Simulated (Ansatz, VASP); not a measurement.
# SrICl (SrICl (Pnma)): VASP beside Ansatz, part 2 of 2

Aim: how closely do two programs agree when they are given the same cell, functional and k mesh? The two relaxations start from unlike cells of this crystal (the structure described is Ansatz's start), so only their ends are compared.

VASP 6.6.1 and Ansatz 0.2.0.

So far: The starting structure; VASP: relaxation of cell and atoms, PBEsol.

**3. Ansatz: relaxation of cell and atoms, PBEsol**

Level of this step: Ansatz beside VASP: Kohn-Sham DFT, plane waves, PBEsol (Ansatz).

Ansatz runs on its default PAW (the set named soft_2) files.

Its own start cell and the same functional and mesh now go to Ansatz.

File input.yaml:

```yaml
crystal:
  lattice:
    - [8.448365, 0.0, 0.0]
    - [0.0, 4.539047, 0.0]
    - [0.0, 0.0, 10.341839]
  atoms:
    - { symbol: Sr, position: [0.186445, 0.25, 0.129575] }
    - { symbol: Sr, position: [0.813555, 0.75, 0.870425] }
    - { symbol: Sr, position: [0.313555, 0.75, 0.629575] }
    - { symbol: Sr, position: [0.686445, 0.25, 0.370425] }
    - { symbol: I, position: [0.001663, 0.25, 0.675754] }
    - { symbol: I, position: [0.998337, 0.75, 0.324246] }
    - { symbol: I, position: [0.498337, 0.75, 0.175754] }
    - { symbol: I, position: [0.501663, 0.25, 0.824246] }
    - { symbol: Cl, position: [0.347088, 0.25, 0.450086] }
    - { symbol: Cl, position: [0.652912, 0.75, 0.549914] }
    - { symbol: Cl, position: [0.152912, 0.75, 0.950086] }
    - { symbol: Cl, position: [0.847088, 0.25, 0.049914] }
basis:
  ecutwfc: 420
  xc_grid: 2
hamiltonian:
  xc: pbesol
kpoints:
  mp_grid: { grid: [4, 6, 3] }
scf:
  occupations: { method: fixed }
  max_iter: 100
relax:
  f_tol: 0.005
  max_steps: 60
  cell: {}
output:
  forces: true
  stress: true
checkpoint:
  write: "../cell.run"
  compress: false
  write_wavefunctions: false
  write_every: 100000
```

Started as:

```sh
$ ansatz run input.yaml --threads 8 --pin off --max-ram 14131MiB --backend cpu --events-out ev --progress --plain --runs-dir out
```

Numbers of over 12 decimals in the logs are rounded to 6 here.

The program printed:

```text
Engine: ansatz 0.2.0, x86_64-unknown-linux-gnu
Pseudopotentials: kind: paw
Pseudopotential: Sr, paw, valence charge 10, recommended cutoff 420 eV (normal), Sr.paw.azcp
Pseudopotential: I, paw, valence charge 17, recommended cutoff 420 eV (normal), I.paw.azcp
Pseudopotential: Cl, paw, valence charge 7, recommended cutoff 420 eV (normal), Cl.paw.azcp
Functional definition: PBEsol
  exchange = pbesol_x
  correlation = pbesol_c
Crystal: 12 atoms, lattice volume = 396.584 Å³
Basis set: ecut = 420 eV, 7717 PW (Γ), exchange–correlation on 120×64×144 points (8 copies of the dense FFT grid, shifted against one another)
Bands: 82, of which v1, the nominal top of the filled ones, is band 68 counted from 1 (67 counted from 0)
Symmetry: 8 space group operations
Space group: Pnma (ITA 62), of the structure as read, at distance tolerance 7.3e-5 Å
k-points: 24 of 72
Non-local potential: Sr, projectors of the file, l = 0: 3, l = 1: 2, l = 2: 2
Non-local potential: I, projectors of the file, l = 0: 2, l = 1: 2, l = 2: 2, l = 3: 2
Non-local potential: Cl, projectors of the file, l = 0: 2, l = 1: 2, l = 2: 2
PAW form: soft (Blöchl's): semilocal exchange-correlation on the pseudo side does not see the compensation charge
PAW frozen core: Sr, regenerated for the run's functional, and the local potential with it (the file was generated under x = pbe(κ = 0.804, μ = 0.219515), c = pbe(β = 0.066725))
PAW frozen core: I, regenerated for the run's functional, and the local potential with it (the file was generated under x = pbe(κ = 0.804, μ = 0.219515), c = pbe(β = 0.066725))
PAW frozen core: Cl, regenerated for the run's functional, and the local potential with it (the file was generated under x = pbe(κ = 0.804, μ = 0.219515), c = pbe(β = 0.066725))
PAW one-centre angular grid: Sr, 110 points (default); XC on 64 Gauss nodes
PAW one-centre angular grid: I, 590 points (default); XC on 64 Gauss nodes
PAW one-centre angular grid: Cl, 110 points (default); XC on 64 Gauss nodes
Initial density: superposition of atomic densities (neutral atoms: chi_scale 0, normalization atom), corrected by the library's trained network
Initial wavefunctions: pseudopotential atomic-orbital guess
Functional: x = pbesol(κ = 0.804, μ = 0.123457), c = pbesol(β = 0.046)
SCF iter   1: F=—  HF=-47966.370035 eV  |F-HF|=—  |Δ(HF+E_count)|=         —  Δρ=3.10e-3  dr2=5.47e-2  ethr=1.77e-3  ⟨swp⟩=9.1  Hψ=8327  notcnv=0  defer=260
preconditioner: auto → Resta (q_TF=auto, 2.283 Å⁻¹)  ε∞=2.8  [insulator: Δε(μ)=3.618 eV  Ē_g=13.016 eV  n_scr=74 (ndim 8)  ℏωp=17.5 eV  f_vac=0.007  ε∞_Penn≈2.8]
SCF iter   2: F=—  HF=-47966.359035 eV  |F-HF|=—  |Δ(HF+E_count)|=   1.10e-2  Δρ=1.21e-3  dr2=6.33e-3  ethr=4.02e-5  ⟨swp⟩=4.5  Hψ=3516  notcnv=0  defer=285
SCF iter   3: F=—  HF=-47966.359539 eV  |F-HF|=—  |Δ(HF+E_count)|=   5.04e-4  Δρ=3.90e-4  dr2=5.12e-4  ethr=4.66e-6  ⟨swp⟩=3.4  Hψ=2842  notcnv=0  defer=284
SCF iter   4: F=—  HF=-47966.359872 eV  |F-HF|=—  |Δ(HF+E_count)|=   3.33e-4  Δρ=4.82e-5  dr2=8.99e-6  ethr=3.76e-7  ⟨swp⟩=2.1  Hψ=2697  notcnv=0  defer=284
SCF iter   5: F=—  HF=-47966.360041 eV  |F-HF|=—  |Δ(HF+E_count)|=   1.69e-4  Δρ=1.52e-5  dr2=9.28e-7  ethr=6.61e-9  ⟨swp⟩=2.1  Hψ=3508  notcnv=0  defer=284
SCF iter   6: F=-47966.360042 eV  HF=-47966.360042 eV  |F-HF|=4.55e-8  |Δ(HF+E_count)|=   6.44e-7  Δρ=3.24e-6  dr2=4.64e-8  ethr=7.35e-11  ⟨swp⟩=6.0  Hψ=8276  notcnv=0
SCF 1 converged in 6 iterations: F = -47966.360042 eV  dr2 = 4.64e-8
  greatest PAW one-centre occupation: 0.999 electrons in one spin orbital (limit 2), on the I atom at site 5 (counted from 0), in its partial waves of l = 2
relax step   1: F+E_penalty+E_count = -47966.36004180 eV  Δ(F+E_penalty+E_count) = +0.000e0 eV  max|allowed force component| = 6.036e-2 eV/Å  Δτ_max = 0.0000 Å  P = -1.738 GPa  Ω = 396.584 Å³  (6 SCF iters, dr2 threshold 1.00e-7 eV, accepted)
[...]
relax step   5: F+E_penalty+E_count = -47966.80116064 eV  Δ(F+E_penalty+E_count) = -1.192e-2 eV  max|allowed force component| = 2.520e-2 eV/Å  Δτ_max = 0.0378 Å  P = +0.072 GPa  Ω = 356.381 Å³  energy of the carried Pulay correction = +2.592e-3 eV  (5 SCF iters, dr2 threshold 8.72e-7 eV, accepted)
[...]
relax step   6: F+E_penalty+E_count = -47966.80257594 eV  Δ(F+E_penalty+E_count) = -1.415e-3 eV  max|allowed force component| = 7.580e-3 eV/Å  Δτ_max = 0.0137 Å  P = -0.015 GPa  Ω = 356.945 Å³  energy of the carried Pulay correction = +2.554e-3 eV  (5 SCF iters, dr2 threshold 7.90e-8 eV, accepted)
[...]
relax step   7: F+E_penalty+E_count = -47966.80271010 eV  Δ(F+E_penalty+E_count) = -1.342e-4 eV  max|allowed force component| = 7.007e-4 eV/Å  Δτ_max = 0.0047 Å  P = -0.001 GPa  Ω = 356.799 Å³  energy of the carried Pulay correction = +2.564e-3 eV  (6 SCF iters, dr2 threshold 3.59e-9 eV, accepted)
[...]
relax step   8: F+E_penalty+E_count = -47966.80047763 eV  Δ(F+E_penalty+E_count) = +2.232e-3 eV  max|allowed force component| = 7.493e-4 eV/Å  Δτ_max = 0.0000 Å  P = -0.002 GPa  Ω = 356.799 Å³  stress off target by 3.04e-3 GPa  SCF on the basis re-selected at this cell (its energy is not comparable with the rows above)  (6 SCF iters)
basis re-selected at this cell: Δ(F+E_penalty+E_count) = +2.232e-3 eV, ΔP = -0.002 GPa vs the last step (what re-selecting the basis moved, of the pressure what is left beyond the Pulay correction that the steps carried, after the strain that the cell walked since its last selection, with what the two solves' SCF thresholds leave and, on support functions, any second-order correction that the steps lacked; it is no measure of the basis error at this ecutwfc). The dense FFT grid was sized anew with the basis: this SCF ran on 60×32×64 points, the steps before it on 60×32×72, so part of this shift can come from that change (see relax.cell in the input reference). [rest of the remark cut]
SCF converged after 6 iterations
Free energy (F): -47966.800478 eV
Harris-Foulkes:  -47966.800478 eV  (|F-HF|=1.46e-11)
Internal energy: -47966.800478 eV  (E = F + TS)
E sigma→0 (E₀):  -47966.800478 eV
Fermi energy:    6.135622 eV
--- Per-component energies (eV) ---
  E_band       = -1838.953258
  E_kinetic    = 2383.155010
  E_local      = -10953.462955  (includes V_loc(G=0)·N_el)
  E_nonlocal   = 575.154461
  E_hartree    = 4817.778855
  E_xc         = -1622.829595
  E_vxc        = -1650.348656  (∫ρ·V_xc dr)
  E_paw        = -32094.340016  (= ΣΔE_a)
  E_vpaw       = -1829.009407  (= ΣTr[D̂ρ^β])
  E_aug_tail   = 0.000457  (compensation charges beyond the density's cutoff)
  E_ewald      = -11074.756381
  E_core_change = 2.499686  (= ΣΔE_core)
  E_smearing   = -0.000000  (= −TS)
  E_closure    = -0.000000  (closes the sum)
  Σ components = -47966.800478   (vs F -47966.800478, Δ=0.00e0)
--- Forces (eV/Å), atoms counted from 1 ---
  atom   1  Sr    -0.00026609     0.00000000     0.00005319
  atom   2  Sr     0.00026609    -0.00000000    -0.00005319
  atom   3  Sr     0.00026609    -0.00000000     0.00005319
  atom   4  Sr    -0.00026609     0.00000000    -0.00005319
  atom   5  I     -0.00074932     0.00000000    -0.00040096
  atom   6  I      0.00074932    -0.00000000     0.00040096
  atom   7  I      0.00074932     0.00000000    -0.00040096
  atom   8  I     -0.00074932    -0.00000000     0.00040096
  atom   9  Cl    -0.00011929     0.00000000    -0.00033302
  atom  10  Cl     0.00011929    -0.00000000     0.00033302
  atom  11  Cl     0.00011929     0.00000000    -0.00033302
  atom  12  Cl    -0.00011929    -0.00000000     0.00033302
  max |Σ_I F_I| component: 6.94e-18 eV/Å
--- Stress (GPa, compression-positive) ---
       -0.002117      -0.000000       0.000000
       -0.000000      -0.003041       0.000000
        0.000000       0.000000      -0.002261
  P = ⅓ Tr σ = -0.0025 GPa (-0.025 kbar)
--- Relaxed structure (7 steps of the walk, 7 accepted, 1 SCFs on fresh bases) ---
  F+E_penalty+E_count = -47966.80047763 eV   max|allowed force component| = 7.493e-4 eV/Å   (the final SCF, on the basis selected at the relaxed cell)
  cell:  # Å, volume = 356.7987 Å³
    - [8.155917, 0, 0]
    - [0, 4.680011, 0]
    - [0, 0, 9.347674]
  atoms:
    - { symbol: Sr, position: [0.214734, 0.25, 0.121101] }
    - { symbol: Sr, position: [0.785266, 0.75, 0.878899] }
    - { symbol: Sr, position: [0.285266, 0.75, 0.621101] }
    - { symbol: Sr, position: [0.714734, 0.25, 0.378899] }
    - { symbol: I, position: [-0.025427, 0.25, 0.668487] }
    - { symbol: I, position: [1.025427, 0.75, 0.331513] }
    - { symbol: I, position: [0.525427, 0.75, 0.168487] }
    - { symbol: I, position: [0.474573, 0.25, 0.831513] }
    - { symbol: Cl, position: [0.355513, 0.25, 0.434749] }
    - { symbol: Cl, position: [0.644487, 0.75, 0.565251] }
    - { symbol: Cl, position: [0.144487, 0.75, 0.934749] }
    - { symbol: Cl, position: [0.855513, 0.25, 0.065251] }
```

**4. Side by side**

Known differences besides the potentials themselves: fixed occupations in Ansatz, narrow Gaussian smearing in VASP; the data sets hold 136 valence electrons in Ansatz (on its default PAW (the set named soft_2) files) and 96 in VASP; the cutoff is 420 eV in Ansatz and 500 eV in VASP; Ansatz makes its cores anew for this functional, VASP keeps those of its PBE data sets; Ansatz adds a Pulay correction to the stress that steers its cell, VASP none. Total energies have different zeros and are not compared.

Compared:

| quantity | Ansatz | VASP | difference |
| --- | --- | --- | --- |
| volume (Å³) | 356.80 | 357.88 | -0.30 % |
| edge a after relaxation, in the typed setting (Å) | 8.156 | 8.163 | -0.09 % |
| edge b after relaxation, in the typed setting (Å) | 4.680 | 4.685 | -0.11 % |
| edge c after relaxation, in the typed setting (Å) | 9.348 | 9.357 | -0.10 % |

**5. Outcome**

```yaml
difference_in_volume_relaxation_of_cell_and_atoms_pbesol: -0.30 %
```

The difference in volume is -0.30 % (relaxation of cell and atoms, PBEsol), within the 1.2 % picked in this series as the mark of a large difference, as far as the stopping tolerances let one tell. The data sets hold unlike numbers of valence electrons (136 in Ansatz and 96 in VASP), so part of the differences comes from the potentials. How closely two codes agree says nothing of how well the functional describes the real material.

[Lines on the potential files, build, host, timing and source positions are cut from VASP's logs without a mark.]

[Logs are printed without paths, hosts, clocks, repeated set-up lines and the standing remarks that a program may print on its own settings, such as how far it seeks lower states.]

[Hosts, paths, dates, database ids (printed as entryN), source tags and the programs' standing remarks are cut or masked in the printed files.]
